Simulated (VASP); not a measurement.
All values below come from LDA (Ceperley-Alder, Perdew-Zunger), VASP's LDA PAW potentials (set 64) (plane waves; VASP 6.6.1).

A VASP calculation is set up with these files.

KPOINTS:
```
Automatic
0
gamma
  4 3 1
0 0 0
```

INCAR:
```
NELM = 100   # most electronic steps
LASPH = .True.   # aspherical one-centre terms
SIGMA = 0.272
LCHARG = .False.
ISIF = 2   # forces and stress, cell fixed
LREAL = .False.   # projection in real space or not
LMAXMIX = 4   # l cut-off of mixed one-centre charges
ISMEAR = 1
ENCUT = 300   # plane-wave cut-off (eV)
SYSTEM = CsBr
LWAVE = .False.
PREC = Accurate
EDIFF = 1E-6   # SCF stop (eV)
ALGO = Normal
```

File POSCAR:
```
CsBr
4.3515740
  1.0000000000   0.0000000000   0.0000000000
  0.0000000000   1.4142133398   0.0000000000
  0.0000000000   0.0000000000   2.0817049187
Cs Br
2 2
direct
  0.0000000000   0.9285710000   0.3311740000
  0.0000000000   0.4285710000   0.6688260000
  0.5000000000   0.4285710000   0.3311740000
  0.5000000000   0.9285710000   0.6688260000
```

POTCAR, in this order: Cs_sv Br (LDA.64 set). Program: vasp_std.

### Question
What will the output report for the number of irreducible k-points (NKPTS), largest plane-wave count, number of space-group operations, FFT grid (NGX, NGY, NGZ)?

### Answer

```json
{
  "number of irreducible k-points (NKPTS)": "6",
  "largest_plane_wave_count": "2881",
  "number_of_space_group_operations": "8",
  "FFT grid (NGX, NGY, NGZ)": "28 × 36 × 54"
}
```

The cell is a sheet with vacuum, built from a database entry that may be metastable or hypothetical.
